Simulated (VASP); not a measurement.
A convergence study with VASP on CuZn (space group no. 221 when undisturbed): one setting is varied, all else stays as given below, so the limit is that of these other settings. One atom is moved off its site, so that forces are finite.

```xyz
2
Lattice="2.9411 0.0000 0.0000 0.0000 2.9411 0.0000 0.0000 0.0000 2.9411" Properties=species:S:1:pos:R:3 pbc="T T T"
Zn     1.4706     1.4706     1.5206
Cu     0.0000     0.0000     0.0000
```

Calculation: PBE GGA, VASP's PBE PAW potentials (set 64) (plane waves; VASP 6.6.1). The tightest run used: 720 eV cut-off, 11×11×11 Γ-centred mesh, Gaussian smearing of 0.10 eV, potentials Zn Cu.

### Question
The settings run are ENCUT = 105; ENCUT = 120; ENCUT = 135; ENCUT = 150; ENCUT = 165; ENCUT = 180; ENCUT = 210; ENCUT = 240; ENCUT = 270; ENCUT = 330; ENCUT = 360; ENCUT = 405; ENCUT = 450; ENCUT = 525; ENCUT = 600; ENCUT = 720. From which on does the energy per atom stay within 0.001 eV/atom of the tightest run?

### Answer
From ENCUT = 405 on: it is off by 0.0002 there and by no more than 0.001 in any finer run, while ENCUT = 360 is off by 0.0026.
```csv
setting,E (eV/atom),pressure (GPa),largest force (eV/Å),plane waves,difference judged (eV/atom)
ENCUT = 105,151.8361,-6464.04,7.448,81,154.3380
ENCUT = 120,75.5109,-4541.70,1.182,81,78.0128
ENCUT = 135,34.5855,-2560.92,4.005,95,37.0874
ENCUT = 150,14.6467,-1389.93,0.323,111,17.1486
ENCUT = 165,5.0297,-749.59,1.167,136,7.5317
ENCUT = 180,0.8104,-416.02,0.593,147,3.3123
ENCUT = 210,-1.8419,-130.28,0.195,183,0.6600
ENCUT = 240,-2.3812,-34.90,0.253,223,0.1207
ENCUT = 270,-2.4788,-6.19,0.246,280,0.0231
ENCUT = 330,-2.5061,3.29,0.250,358,0.0042
ENCUT = 360,-2.5045,3.03,0.250,405,0.0026
ENCUT = 405,-2.5021,2.73,0.249,480,0.0002
ENCUT = 450,-2.5015,3.02,0.249,561,0.0004
ENCUT = 525,-2.5022,3.46,0.250,739,0.0003
ENCUT = 600,-2.5021,3.45,0.250,872,0.0002
ENCUT = 720,-2.5019,3.45,0.250,1141,0.0000
```

Left out are rungs that failed or repeat a setting and relaxations that didn't move; long series are thinned to 24 rows.

The structure is a typed CuZn crystal (space group no. 221). The cell was not relaxed at this level, it is distorted from the ideal structure. The electron count is odd and the run is not spin-polarised, which forces a metal.
